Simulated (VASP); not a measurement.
A VASP calculation is set up with these files.

KPOINTS:
```
Automatic mesh
0
Gamma
7 7 7
0 0 0
```

File POSCAR:
```
CeO2
1
   -0.0000000000     2.6852756635     2.6852756635
    2.6852756635     0.0000000000     2.6852756635
    2.6852756635     2.6852756635     0.0000000000
Ce O
1 2
Direct
  0.0000000000   0.0000000000   0.0000000000
  0.2500000000   0.2500000000   0.2500000000
  0.7500000000   0.7500000000   0.7500000000
```

INCAR:
```
! general
SYSTEM  = CeO2
PREC    = Accurate
ENCUT   = 620   ! plane-wave cut-off (eV)
LREAL   = .False.
LASPH   = .True.

! electronic loop
EDIFF   = 1E-6   ! SCF stop (eV)
NELM    = 100   ! most electronic steps
ALGO    = Normal   ! blocked Davidson
LMAXMIX = 6   ! l cut-off of mixed one-centre charges

! smearing
ISMEAR  = 0
SIGMA   = 0.05   ! width (eV)

! functional
GGA     = PE   ! PBE

! ions
IBRION  = 2   ! conjugate gradients
NSW     = 40   ! most ionic steps
ISIF    = 3
EDIFFG  = -0.02
PSTRESS = 100   ! kbar

! output
LWAVE   = .False.
LCHARG  = .False.
```

POTCAR, in this order: Ce O (PBE.64 set). Program: vasp_std.

Translate this PBE calculation to Ansatz.

One equivalent input (not run):
Ansatz 0.2 input:
```yaml
crystal:
  lattice:
    - [0.0000000, 2.6852757, 2.6852757]
    - [2.6852757, 0.0000000, 2.6852757]
    - [2.6852757, 2.6852757, 0.0000000]
  atoms:
    - { symbol: Ce, position: [0.0000000, 0.0000000, 0.0000000] }
    - { symbol: O, position: [0.2500000, 0.2500000, 0.2500000] }
    - { symbol: O, position: [0.7500000, 0.7500000, 0.7500000] }
kpoints:
  mp_grid: { grid: [7, 7, 7] }
hamiltonian:
  xc: pbe
  pseudopotentials: { kind: paw }
scf:
  occupations: { method: gaussian, width: 0.05 }
  max_iter: 100
relax:
  max_steps: 40
  f_tol: 0.02
  cell: { p_target: 10 }
output: { forces: true, stress: true, eigenvalues: true }
```
Limits of the translation: each code has its own PAW files, so the cut-off isn't converted (ENCUT is set for VASP's; basis.ecutwfc is left out, and Ansatz then takes the one that its files recommend); Ansatz stops its SCF on the density residual and VASP on the energy change (EDIFF).

The compound is CeO2 in the fluorite structure. It was relaxed first under an external pressure of 10 GPa.
